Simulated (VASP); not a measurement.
Consider the following.

```xyz
14
Lattice="3.7560 2.1685 5.9692 -3.7560 2.1685 5.9692 0.0000 -4.3370 5.9692" Properties=species:S:1:pos:R:3 pbc="T T T"
Fe     3.7560    -2.1685    11.9384
Ag     0.0000     0.0000     6.9627
Ag     0.0000     0.0000    10.9449
Sn     1.8780    -1.0843    14.9230
Sn     3.7560     0.0000     8.9538
Sn     1.8780    -3.2528     8.9538
S      2.1339    -1.2320    10.5303
S     -2.1339     1.2320     7.3774
S      0.0000     2.4640    10.5303
S      0.0000    -2.4640     7.3774
S     -2.1339    -1.2320    10.5303
S      2.1339     1.2320     7.3774
S      0.0000     0.0000    13.4866
S      0.0000     0.0000     4.4211
```

The numbers are results of r2SCAN meta-GGA, VASP's PBE PAW potentials (set 64) (plane waves; VASP), not measurements. Numerical set-up: LREAL = Auto, 400 eV cut-off, 4×4×4 Γ-centred mesh, tetrahedra with Blöchl corrections, potentials Fe Ag Sn_d S.

The cores are frozen, which limits the accuracy of field gradients.

Give the principal components of the electric field gradient (V/Å²) and the asymmetry η at each nucleus.

```json
[
 {"atom": "Fe1", "Vxx": "6.4", "Vyy": "6.4", "Vzz": "-12.9", "η": "0.00"},
 {"atom": "Ag2", "Vxx": "-22.1", "Vyy": "-22.1", "Vzz": "44.2", "η": "0.00"},
 {"atom": "Ag3", "Vxx": "-22.1", "Vyy": "-22.1", "Vzz": "44.2", "η": "0.00"},
 {"atom": "Sn4", "Vxx": "32.5", "Vyy": "24.3", "Vzz": "-56.8", "η": "0.14"},
 {"atom": "Sn5", "Vxx": "32.5", "Vyy": "24.3", "Vzz": "-56.8", "η": "0.14"},
 {"atom": "Sn6", "Vxx": "32.5", "Vyy": "24.3", "Vzz": "-56.8", "η": "0.14"},
 {"atom": "S7", "Vxx": "30.9", "Vyy": "9.7", "Vzz": "-40.6", "η": "0.52"},
 {"atom": "S8", "Vxx": "30.9", "Vyy": "9.7", "Vzz": "-40.6", "η": "0.52"},
 {"atom": "S9", "Vxx": "30.9", "Vyy": "9.7", "Vzz": "-40.6", "η": "0.52"},
 {"atom": "S10", "Vxx": "30.9", "Vyy": "9.7", "Vzz": "-40.6", "η": "0.52"},
 {"atom": "S11", "Vxx": "30.9", "Vyy": "9.7", "Vzz": "-40.6", "η": "0.52"},
 {"atom": "S12", "Vxx": "30.9", "Vyy": "9.7", "Vzz": "-40.6", "η": "0.52"},
 {"atom": "S13", "Vxx": "15.3", "Vyy": "15.3", "Vzz": "-30.5", "η": "0.00"},
 {"atom": "S14", "Vxx": "15.3", "Vyy": "15.3", "Vzz": "-30.5", "η": "0.00"}
]
```

The structure comes from a computed database's FeAg2Sn3S8 entry (R-3m); how it stands against other phases isn't given here. It was relaxed first. The run is not spin-polarised, so no magnetic state was tried.
